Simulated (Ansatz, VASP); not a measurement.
# Cross-check of SiO2 between VASP and Ansatz, part 3 of 3

Wanted: the spread between two codes on one cell, functional and k mesh. The cell is taken from a series of runs on this material, whose earlier steps may have relaxed, scaled, displaced or heated it; both programs get it as it stands.

VASP 6.6.1 and Ansatz 0.2.0.

So far: Set-up; VASP: zone-centre phonons, LDA.

**3. Ansatz: zone-centre phonons, LDA**

Level of this step: Ansatz beside VASP: Kohn-Sham DFT, plane waves, LDA (Ansatz).

Ansatz runs on its PAW soft_1 files.

The same cell, functional (in two slightly different forms) and mesh now go to Ansatz, which takes its cutoff from its data sets.

File input.yaml:

```yaml
crystal:
  lattice:
    - [4.3211092703, 0.0, 0.0]
    - [0.0, 4.3211092703, 0.0]
    - [0.0, 0.0, 2.6128968861]
  atoms:
    - { symbol: O, position: [0.6895220231, 0.6895220231, 0.0] }
    - { symbol: O, position: [0.1895220231, 0.8104779769, 0.5] }
    - { symbol: O, position: [0.3104779769, 0.3104779769, 0.0] }
    - { symbol: O, position: [0.8104779769, 0.1895220231, 0.5] }
    - { symbol: Si, position: [0.5, 0.5, 0.5] }
    - { symbol: Si, position: [0.0, 0.0, 0.0] }
kpoints:
  mp_grid: { grid: [8, 8, 8] }
hamiltonian:
  xc: lda
  pseudopotentials: { kind: paw, azcp: { folder: soft_1 }, xc_functional: pbe }
scf:
  occupations: { method: fixed }
output:
  eigenvalues: true
phonons:
  method: dfpt
  dielectric: true
  rigid_motions: translations
```

Run with:

```console
> ansatz run input.yaml --threads 8 --pin off --max-ram 16384MiB --backend cpu --events-out ev --progress --plain --runs-dir out
```

Numbers of over 12 decimals in the logs are rounded to 6 here.

Output:

```text
Engine: ansatz 0.2.0, aarch64-unknown-linux-gnu
Pseudopotentials: kind: paw
Pseudopotential: O, paw, valence charge 6, recommended cutoff 420 eV (normal), soft_1/O.paw.azcp
Pseudopotential: Si, paw, valence charge 4, recommended cutoff 420 eV (normal), soft_1/Si.paw.azcp
Functional definition: SPW92
  exchange = slater_x
  correlation = pw_c
Crystal: 6 atoms, lattice volume = 48.788 Å³
Basis set: ecut = 420 eV, 969 PW (Γ), exchange–correlation on 60×60×36 points (8 copies of the dense FFT grid, shifted against one another)
Bands: 22, of which v1, the nominal top of the filled ones, is band 16 counted from 1 (15 counted from 0)
Symmetry: 16 space group operations
k-points: 260 of 512 (irreducible under 1 space group operation, time reversal used)
Non-local potential: O, projectors of the file, l = 0: 2, l = 1: 2, l = 2: 1
Non-local potential: Si, projectors of the file, l = 0: 2, l = 1: 2, l = 2: 1
PAW form: soft (Blöchl's): semilocal exchange-correlation on the pseudo side does not see the compensation charge
PAW frozen core: O, regenerated for the run's functional, and the local potential with it (the file was generated under x = pbe(κ = 0.804, μ = 0.219515), c = pbe(β = 0.066725))
PAW frozen core: Si, regenerated for the run's functional, and the local potential with it (the file was generated under x = pbe(κ = 0.804, μ = 0.219515), c = pbe(β = 0.066725))
PAW one-centre angular grid: O, 110 points (default); XC on 64 Gauss nodes
PAW one-centre angular grid: Si, 110 points (default); XC on 64 Gauss nodes
Initial density: superposition of atomic densities (chi_scale 0.1, normalization cell, long waves kept (reshape's long-wave potential 0.00 eV rms))
Initial wavefunctions: pseudopotential atomic-orbital guess
Functional: x = slater, c = lda
SCF iter   1: F=—  HF=-3447.210638 eV  |F-HF|=—  |Δ(HF+E_count)|=         —  Δρ=1.31e-1  dr2=6.84e0  ethr=3.10e-3  ⟨swp⟩=4.2  Hψ=25784  notcnv=0  defer=1020
preconditioner: auto → none  [insulator: Δε(μ)=6.306 eV  Ē_g=18.913 eV  n_scr=10 (ndim 8)  ℏωp=30.1 eV  f_vac=0.000  ε∞_Penn≈3.5]
SCF iter   2: F=—  HF=-3445.428703 eV  |F-HF|=—  |Δ(HF+E_count)|=    1.78e0  Δρ=6.34e-2  dr2=7.71e-1  ethr=3.10e-3  ⟨swp⟩=3.0  Hψ=13586  notcnv=0  defer=964
SCF iter   3: F=—  HF=-3445.228866 eV  |F-HF|=—  |Δ(HF+E_count)|=   2.00e-1  Δρ=2.15e-2  dr2=8.34e-2  ethr=2.41e-3  ⟨swp⟩=2.3  Hψ=10359  notcnv=0  defer=1004
SCF iter   4: F=—  HF=-3445.229510 eV  |F-HF|=—  |Δ(HF+E_count)|=   6.44e-4  Δρ=1.91e-3  dr2=6.31e-4  ethr=2.61e-4  ⟨swp⟩=2.1  Hψ=6493  notcnv=0  defer=1040
SCF iter   5: F=—  HF=-3445.229722 eV  |F-HF|=—  |Δ(HF+E_count)|=   2.12e-4  Δρ=2.32e-4  dr2=9.82e-6  ethr=1.97e-6  ⟨swp⟩=2.0  Hψ=8875  notcnv=0  defer=1040
SCF iter   6: F=—  HF=-3445.229727 eV  |F-HF|=—  |Δ(HF+E_count)|=   5.66e-6  Δρ=4.96e-5  dr2=6.24e-7  ethr=3.07e-8  ⟨swp⟩=2.0  Hψ=9409  notcnv=0  defer=491
SCF iter   7: F=—  HF=-3445.229727 eV  |F-HF|=—  |Δ(HF+E_count)|=   2.26e-7  Δρ=9.53e-6  dr2=2.58e-8  ethr=1.95e-9  ⟨swp⟩=2.0  Hψ=8299  notcnv=0  defer=477
SCF iter   8: F=—  HF=-3445.229727 eV  |F-HF|=—  |Δ(HF+E_count)|=   6.58e-9  Δρ=1.34e-6  dr2=4.27e-10  ethr=8.05e-11  ⟨swp⟩=2.0  Hψ=8398  notcnv=0  defer=477
SCF iter   9: F=-3445.229727 eV  HF=-3445.229727 eV  |F-HF|=3.64e-12  |Δ(HF+E_count)|=  8.19e-11  Δρ=1.86e-7  dr2=6.74e-12  ethr=1.00e-12  ⟨swp⟩=13.1  Hψ=38989  notcnv=0
SCF 1 converged in 9 iterations: F = -3445.229727 eV  dr2 = 6.74e-12
  greatest PAW one-centre occupation: 0.853 electrons in one spin orbital (limit 2), on the O atom at site 3 (counted from 0), in its partial waves of l = 0
DFPT response loops at Γ: preconditioner auto → none (the input reference at scf.mixing.eps_inf says where Resta's filter doesn't serve); β = 0.50; Broyden in place of MSR1
── the response to a field inside a basis, on 8×8×8 k-points: an SCF that follows is theirs, and a resumed run solves both again ──
Bands: 17, of which v1, the nominal top of the filled ones, is band 16 counted from 1 (15 counted from 0)
k-points: 40 of 512
Initial density: handed on by an earlier stage of this run
Initial wavefunctions: pseudopotential atomic-orbital guess (no wavefunctions were taken with the density)
Eigensolver: Dense (40 Hₖ)
SCF iter   1: F=—  HF=-3445.231038 eV  |F-HF|=—  |Δ(HF+E_count)|=         —  Δρ=7.50e-4  dr2=4.27e-5  ethr=1.00e-1
preconditioner: auto → none  [insulator: Δε(μ)=5.611 eV  Ē_g=15.563 eV  n_scr=10 (ndim 8)  ℏωp=30.1 eV  f_vac=0.000  ε∞_Penn≈4.7]
SCF iter   2: F=—  HF=-3445.231026 eV  |F-HF|=—  |Δ(HF+E_count)|=   1.23e-5  Δρ=3.18e-4  dr2=1.05e-5  ethr=1.33e-7
SCF iter   3: F=—  HF=-3445.231025 eV  |F-HF|=—  |Δ(HF+E_count)|=   1.23e-6  Δρ=1.28e-4  dr2=2.27e-6  ethr=3.27e-8
SCF iter   4: F=-3445.231024 eV  HF=-3445.231024 eV  |F-HF|=3.23e-10  |Δ(HF+E_count)|=   7.04e-7  Δρ=9.19e-6  dr2=1.15e-8  ethr=7.10e-9
SCF 1 converged in 4 iterations: F = -3445.231024 eV  dr2 = 1.15e-8
  greatest PAW one-centre occupation: 0.853 electrons in one spin orbital (limit 2), on the O atom at site 1 (counted from 0), in its partial waves of l = 0
DFPT response loops at Γ: mixed as the last ones told, above
SCF converged after 9 iterations
Free energy (F): -3445.229727 eV
Harris-Foulkes:  -3445.229727 eV  (|F-HF|=3.64e-12)
Internal energy: -3445.229727 eV  (E = F + TS)
E sigma→0 (E₀):  -3445.229727 eV
Fermi energy:    9.307884 eV
--- Per-component energies (eV) ---
  E_band       = 35.484016
  E_kinetic    = 778.353790
  E_local      = -1254.219840  (includes V_loc(G=0)·N_el)
  E_nonlocal   = 259.440773
  E_hartree    = 451.911905
  E_xc         = -398.577768
  E_vxc        = -465.281930  (∫ρ·V_xc dr)
  E_paw        = -1580.630308  (= ΣΔE_a)
  E_vpaw       = -186.635944  (= ΣTr[D̂ρ^β])
  E_aug_tail   = 0.003291  (compensation charges beyond the density's cutoff)
  E_ewald      = -1702.067920
  E_core_change = 0.556347  (= ΣΔE_core)
  E_smearing   = -0.000000  (= −TS)
  E_closure    = 0.000000  (closes the sum)
  Σ components = -3445.229727   (vs F -3445.229727, Δ=0.00e0)
--- Band table (eV; the first three rows and the last of 260) ---
  k-point 0: bands = [... 12 lower, 6.9283, 8.4734, 8.4734, 9.3079, 14.5145, 16.3872, 18.1246, 18.1246, ... 2 higher]
  k-point 1: bands = [... 12 lower, 6.1373, 8.3473, 8.3473, 9.1809, 15.2225, 17.4669, 18.9204, 18.9204, ... 2 higher]
  k-point 2: bands = [... 12 lower, 4.9534, 7.9250, 7.9250, 8.7313, 16.3210, 19.0990, 19.3041, 20.2529, ... 2 higher]
  k-point 259: bands = [... 12 lower, 7.4315, 7.4315, 7.9298, 7.9298, 16.0815, 16.0815, 19.3439, 19.3439, ... 2 higher]
--- Phonons (Γ-DFPT): 4 representative perturbations + reference, on 260 of 512 k-points (Σ response iterations 12) ---
  k mesh reduced under 1 symmetry operation, with k and −k counted as one. Each operation leaves every solved perturbation unchanged. A smaller set is not considered because the run solves the response to a homogeneous field
  ASR residual: 3.193e-5 → 0.000e0 eV/Å²; symmetrization residual: 1.376e-6 eV/Å²
  ASR residual per site (eV/Å²): 2.19e-5 2.19e-5 2.19e-5 2.19e-5 3.19e-5 3.19e-5
  Γ frequencies (cm⁻¹): 0.00 0.00 0.00 229.63 329.01 329.01 369.36 496.21 496.21 549.43 564.93 564.93 676.83 709.59 736.95 831.28 831.28 875.57
  ε∞ (high-frequency dielectric tensor):
        3.448554     0.000000     0.000000
        0.000000     3.448554     0.000000
        0.000000     0.000000     3.515203
  ε⁰ (static dielectric tensor: ions relaxed, cell fixed):
       18.470170    -0.000000    -0.000000
       -0.000000    18.470170    -0.000000
       -0.000000    -0.000000     8.345412
  ε⁰ − ε∞ (ionic part):
       15.021615    -0.000000    -0.000000
       -0.000000    15.021615    -0.000000
       -0.000000    -0.000000     4.830209
  softest optical mode at Γ: 229.63 cm⁻¹; the repairs (sum rule, projections) moved no ω² at Γ by more than (0.98 cm⁻¹)²
  Born effective charges Z* (e; rows j = field, columns β = displacement):
    site 0:
        -1.92038   -0.61377    0.00000
        -0.61377   -1.92038    0.00000
         0.00000    0.00000   -2.02529
    site 1:
        -1.92038    0.61377    0.00000
         0.61377   -1.92038    0.00000
         0.00000    0.00000   -2.02529
    site 2:
        -1.92038   -0.61377    0.00000
        -0.61377   -1.92038    0.00000
         0.00000    0.00000   -2.02529
    site 3:
        -1.92038    0.61377    0.00000
         0.61377   -1.92038    0.00000
         0.00000    0.00000   -2.02529
    site 4:
         3.84076   -0.46359    0.00000
        -0.46359    3.84076    0.00000
         0.00000    0.00000    4.05058
    site 5:
[...]
Z* charge neutrality: 4.884e-3 e pre-enforcement
  solved inside a basis spanned on kpoints, on 8×8×8 k-points, its susceptibility summed on 8×8×12: ε∞ is read to err by 8.5e-3, Z* by 1.6e-2 e (field_mesh: kpoints solves on kpoints); Z* is corrected for what the basis lacks
  optical modes at Γ without the LO–TO term, one row a degenerate level:
      ω (cm⁻¹)  modes    IR ((D/Å)²/amu)
[...]
optical modes at Γ + LO–TO along q̂ = [1.0000, 0.0000, 0.0000]:
      ω (cm⁻¹)  modes    IR ((D/Å)²/amu)
[...]
optical modes at Γ + LO–TO along q̂ = [0.0000, 1.0000, 0.0000]:
      ω (cm⁻¹)  modes    IR ((D/Å)²/amu)
[...]
optical modes at Γ + LO–TO along q̂ = [0.0000, 0.0000, 1.0000]:
      ω (cm⁻¹)  modes    IR ((D/Å)²/amu)
[...]
496.21      2             5.7098
        549.43      1             0.0000
        564.93      2             0.0000
        709.59      1             0.0000
        736.95      1             0.0000
        831.28      2            21.9095
        875.57      1             0.0000
       1042.87      1            50.6151
```

Reading the cycles: dr2 is the Hartree energy of the density residual (eV), the measure of convergence; HF is the Harris–Foulkes estimate of the energy, which meets the free energy F at convergence.

**4. Comparison**

Known differences besides the potentials themselves: the two LDA forms differ slightly; fixed occupations in Ansatz, narrow Gaussian smearing in VASP; VASP's response is taken on the typed mesh, Ansatz refines its own for the field response alone; the cutoff is 420 eV in Ansatz and 600 eV in VASP; VASP's log shows a relativistic correction to its local exchange, Ansatz's none; VASP's log repeats an internal error in its field response. Total energies have different zeros and are not compared.

Both answers:

```csv
quantity,Ansatz,VASP,difference
ε∞ xx,3.45,3.43,+0.56 %
ε∞ yy,3.45,3.43,+0.56 %
ε∞ zz,3.52,3.49,+0.64 %
Born charge of O1 (mean of the diagonal) (e),-1.96,-1.94,-0.02
Born charge of Si5 (mean of the diagonal) (e),3.91,3.88,+0.03
optical mode 1 (cm⁻¹),229.6,229.3,+0.15 %
optical mode 2 to 3 (cm⁻¹),329.0,337.7,-2.57 %
optical mode 4 (cm⁻¹),369.4,372.0,-0.71 %
optical mode 5 to 6 (cm⁻¹),496.2,498.1,-0.37 %
optical mode 7 (cm⁻¹),549.4,552.5,-0.55 %
optical mode 8 to 9 (cm⁻¹),564.9,571.4,-1.14 %
optical mode 10 (cm⁻¹),676.8,685.6,-1.28 %
optical mode 11 (cm⁻¹),709.6,712.8,-0.45 %
optical mode 12 (cm⁻¹),737.0,745.7,-1.18 %
optical mode 13 to 14 (cm⁻¹),831.3,833.6,-0.28 %
optical mode 15 (cm⁻¹),875.6,879.3,-0.42 %
```

Modes are paired by rising frequency, not by their patterns, so a pair may set unlike modes beside each other; they are those without the splitting of longitudinal modes.

**5. What came out**

| Property | Result |
| --- | --- |
| r.m.s. difference of the optical zone-centre modes, each program's sorted by frequency (zone-centre phonons, LDA) | 5.5 cm⁻¹ |
| difference in optical mode 2 to 3 (zone-centre phonons, LDA) | -2.6 % |

The r.m.s. difference of the optical zone-centre modes, each program's sorted by frequency is 5.5 cm⁻¹ (zone-centre phonons, LDA). Among the rows given in per cent, the largest difference of the zone-centre phonons, LDA pair is in optical mode 2 to 3, -2.6 %. How closely two codes agree says nothing of how well the functional describes the real material.

[Lines on the potential files, build, host, timing and source positions are cut from VASP's logs without a mark.]

[Logs are printed without paths, hosts, clocks, repeated set-up lines and the standing remarks that a program may print on its own settings, such as how far it seeks lower states.]

[Hosts, paths, dates, database ids (printed as entryN), source tags and the programs' standing remarks are cut or masked in the printed files.]
